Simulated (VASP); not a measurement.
Wanted: the native input for a VASP 6.6.1 run.

```
Task                   : relaxation of cell and atoms
Functional             : PBE
Potentials or basis    : VASP PAW PBE potentials, release 64 (Tl_d, Ru_pv)
Cutoff                 : 600 eV
k mesh                 : 8 × 8 × 8
Occupations            : methfessel-paxton, width 0.1 eV
Spin                   : no spin polarisation
Further INCAR settings : ALGO = Normal; EDIFF = 1e-07; IBRION = 2; EDIFFG = -0.01; NSW = 40; ISIF = 3
```

The structure of TlRu lies in POSCAR:

```
TlRu
1.0
    0.0000000000      3.0045068900      3.0045068900
    3.0045068900      0.0000000000      3.0045068900
    3.0045068900      3.0045068900      0.0000000000
Tl Ru
1 1
Direct
    0.0000000000      0.0000000000      0.0000000000
    0.7500000000      0.7500000000      0.7500000000
```

The cell was built by a generator and needn't be a form met in nature.

These files were run (other wordings do the same):

INCAR

```
PREC = Accurate
ENCUT = 600
EDIFF = 1E-7
ISMEAR = 1
SIGMA = 0.1
LREAL = False
LASPH = True
NELM = 80
ALGO = Normal
ISIF = 3
LWAVE = False
LCHARG = False
GGA = PE
IBRION = 2
NSW = 40
EDIFFG = -0.01
```

KPOINTS

```
Automatic mesh
0
Gamma
  8 8 8
```

Potentials or basis: VASP PAW PBE potentials, release 64 (Tl_d, Ru_pv).

Launch:

```sh
$ cat potpaw_PBE.64/Tl_d/POTCAR potpaw_PBE.64/Ru_pv/POTCAR > POTCAR
$ mpirun -np 1 vasp_std > vasp.out
```

Results of the run:

The relaxed volume is 28.58 Å³/atom, the relaxed cell is a = 4.324 Å, b = 4.324 Å, c = 4.324 Å, α = 60.00°, β = 60.00°, γ = 60.00° and the space group after relaxing (to 0.05 Å) is F-43m (No. 216). The energy gained by relaxing is 15.7 meV/atom, the ionic steps are 3 and the pressure after relaxing is 0.0 GPa. The band gap on the k mesh is none (metal or under the smearing width).

It took 70 s on 1 thread of Intel(R) Xeon(R) Platinum 8259CL CPU @ 2.50GHz (Skylake/Cascade Lake), with other jobs on the host, peak memory 0.23 GiB.
